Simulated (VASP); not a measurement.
Method: PBE GGA, VASP's PBE PAW potentials (set 64) (plane waves; VASP). For the first row: Run with 520 eV cut-off, 11×11×11 Γ-centred mesh, first-order Methfessel-Paxton smearing of 0.10 eV, potentials In_d Pd.

```csv
system,energy (eV/atom)
PdIn (CsCl type),-4.3746
In atom,-0.2489
Pd atom,-1.4756
```

Atoms are spin-polarised in a large box without symmetry, with the spin fixed by Hund's rule, and may not be in the lowest state of each functional; no zero-point energy is added.

Task: What is the cohesive energy per atom of PdIn?

Result: The references average (1×(-0.2489) + 1×(-1.4756))/2 = -0.8622 eV, so the cohesive energy is -0.8622 − (-4.3746) = 3.512 eV/atom.
